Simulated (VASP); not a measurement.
```yaml
crystal:
  lattice:
    - [0.00000, 2.84708, 2.84708]
    - [2.84708, 0.00000, 2.84708]
    - [2.84708, 2.84708, 0.00000]
  atoms:
    - { symbol: Eu, position: [0.00000, 0.00000, 0.00000] }
    - { symbol: S, position: [0.50000, 0.50000, 0.50000] }
```

Level of theory: PBE0 hybrid, VASP's PBE PAW potentials (set 64) (plane waves; VASP). Settings: 520 eV cut-off, 6×6×6 Γ-centred mesh, Gaussian smearing of 0.050 eV, potentials Eu_2 S.

The 4f electrons are frozen in the core of the lanthanide potential, so 4f levels, which can set the real gap, and their magnetism are missing.

Problem. Predict the energy per atom (σ→0), pressure, band gap (on the k-mesh) with the smallest direct gap where there is one.

Solution. 
```
Item                                          Value
-----------------------------------  --------------
band gap (on the k-mesh)                    3.26 eV
smallest direct gap (on the k-mesh)         3.75 eV
energy per atom (σ→0)                -6.308 eV/atom
pressure                                   5.28 GPa
```

The absolute energy has meaning only against runs of the same code, potentials and settings.

The compound is EuS in the rock salt structure. This cell is one point of a volume scan, at 0.91 of the reference volume. The cell's shape comes from a PBE relaxation.
